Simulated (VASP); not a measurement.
An input for Quantum ESPRESSO's pw.x (written as the equivalent of a VASP run, and not itself run):

```
&CONTROL
  calculation = 'scf'
  pseudo_dir = './pseudo'
  outdir = './out'
  tprnfor = .true.
  tstress = .true.
/
&SYSTEM
  ibrav = 0
  nat = 3
  ntyp = 2
  ecutwfc = 76
  occupations = 'smearing'
  smearing = 'fermi-dirac'
  degauss = 0.00735
  input_dft = 'pbe'
/
&ELECTRONS
  conv_thr = 7.3e-08
  electron_maxstep = 100
/
ATOMIC_SPECIES
  Al 26.982 Al.upf
  Au 196.967 Au.upf
CELL_PARAMETERS angstrom
     0.0000000    3.0296560    3.0296560
     3.0296560    0.0000000    3.0296560
     3.0296560    3.0296560    0.0000000
ATOMIC_POSITIONS crystal
  Al   0.2500000  0.2500000  0.2500000
  Al   0.7500000  0.7500000  0.7500000
  Au   0.0000000  0.0000000  0.0000000
K_POINTS automatic
  4 4 4 0 0 0
```

Task: Translate this input to VASP (INCAR, KPOINTS, POSCAR, choice of POTCAR).

Result: One answer among several that fit: 
INCAR:
```
SYSTEM = Al2Au
PREC = Accurate
ENCUT = 300
EDIFF = 1E-6
NELM = 100
ALGO = Normal
LREAL = .FALSE.
LASPH = .TRUE.
ISMEAR = -1
SIGMA = 0.1
GGA = PE
LMAXMIX = 6
LWAVE = .FALSE.
LCHARG = .FALSE.
ISIF = 2
```

KPOINTS:
```
Automatic mesh
0
Gamma
4 4 4
0 0 0
```

### POSCAR
```
Al2Au
1
    0.0000000000     3.0296560000     3.0296560000
    3.0296560000     0.0000000000     3.0296560000
    3.0296560000     3.0296560000     0.0000000000
Al Au
2 1
Direct
  0.2500000000   0.2500000000   0.2500000000
  0.7500000000   0.7500000000   0.7500000000
  0.0000000000   0.0000000000   0.0000000000
```

POTCAR, in this order: Al Au (PBE.64 set). Program: vasp_std.

The two are equivalent in intent, not identical: the potentials are each code's own (VASP's PAW set, PseudoDojo norm-conserving files in pw.x), so ENCUT and ecutwfc are chosen apart and not converted; conv_thr bounds pw.x's estimated SCF error, while EDIFF bounds the energy change between steps.

The structure comes from a computed database's Al2Au entry; how it stands against other phases isn't given here. The cell was not relaxed at this level. The k-mesh is coarse (spacing up to 0.45 per Å, 2π included), so the numbers may not be converged in it. The run is one of a series of settings (KPOINTS 4×4×4 Γ-centred mesh against the base run), some of them coarse on purpose.
